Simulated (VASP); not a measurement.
A VASP calculation is set up with these files.

### INCAR
```
ALGO  =  Normal
EDIFF  =  1E-6
ENCUT  =  390
ISIF  =  2
ISMEAR  =  0
LASPH  =  T
LCHARG  =  F
LMAXMIX  =  4
LREAL  =  F
LWAVE  =  F
NELM  =  100
PREC  =  Accurate
SIGMA  =  0.1
SYSTEM  =  TiSi2
```

**POSCAR**
```
TiSi2
1
    1.7737540000    -6.7924000000     0.0000000000
    1.7737540000     6.7924000000     0.0000000000
    0.0000000000     0.0000000000     3.5826390000
Ti Si
2 4
Direct
  0.8968800000   0.1031200000   0.7500000000
  0.1031200000   0.8968800000   0.2500000000
  0.5582500000   0.4417500000   0.7500000000
  0.4417500000   0.5582500000   0.2500000000
  0.2496900000   0.7503100000   0.7500000000
  0.7503100000   0.2496900000   0.2500000000
```

KPOINTS:
```
Regular mesh
0
G
9 9 8
```

POTCAR, in this order: Ti_sv Si (LDA.64 set). Program: vasp_std.

Problem. Translate this LDA calculation to Quantum ESPRESSO's pw.x.

Solution. One equivalent input (not run):
```
&CONTROL
  calculation = 'scf'
  pseudo_dir = './pseudo'
  outdir = './out'
  tprnfor = .true.
  tstress = .true.
/
&SYSTEM
  ibrav = 0
  nat = 6
  ntyp = 2
  ecutwfc = 84
  occupations = 'smearing'
  smearing = 'gaussian'
  degauss = 0.00735
  input_dft = 'pz'
/
&ELECTRONS
  conv_thr = 7.3e-08
  electron_maxstep = 100
/
ATOMIC_SPECIES
  Ti 47.867 Ti.upf
  Si 28.085 Si.upf
CELL_PARAMETERS angstrom
     1.7737540   -6.7924000    0.0000000
     1.7737540    6.7924000    0.0000000
     0.0000000    0.0000000    3.5826390
ATOMIC_POSITIONS crystal
  Ti   0.8968800  0.1031200  0.7500000
  Ti   0.1031200  0.8968800  0.2500000
  Si   0.5582500  0.4417500  0.7500000
  Si   0.4417500  0.5582500  0.2500000
  Si   0.2496900  0.7503100  0.7500000
  Si   0.7503100  0.2496900  0.2500000
K_POINTS automatic
  9 9 8 0 0 0
```
The two are equivalent in intent, not identical: the potentials are each code's own (VASP's PAW set, PseudoDojo norm-conserving files in pw.x), so ENCUT and ecutwfc are chosen apart and not converted; conv_thr bounds pw.x's estimated SCF error, while EDIFF bounds the energy change between steps.

The structure comes from a computed database's TiSi2 entry; how it stands against other phases isn't given here. The cell was not relaxed at this level. The run is one of a series of settings (ENCUT = 390 against the base run), some of them coarse on purpose.
